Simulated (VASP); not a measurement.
Data:

```
InAs
1.0
    0.00000     3.03000     3.03000
    3.03000     0.00000     3.03000
    3.03000     3.03000     0.00000
In As
1 1
Cartesian
  0.00000   0.00000   0.00000
  1.51500   1.51500   1.51500
```

The numbers are results of PBE GGA, VASP's PBE PAW potentials (set 64) (plane waves; VASP), not measurements. Numerical set-up: 520 eV cut-off, 7×7×7 Γ-centred mesh, Gaussian smearing of 0.050 eV, potentials In_d As.

Give the stress tensor in GPa (positive for a compressed cell).

```
3.59  0.00  0.00
0.00  3.59  0.00
0.00  0.00  3.59
```
The pressure is its mean diagonal, 3.59 GPa.

The compound is InAs in the zinc blende structure. The cell was not relaxed at this level. The run is one of a series of settings (ENCUT = 520 against the base run), some of them coarse on purpose.
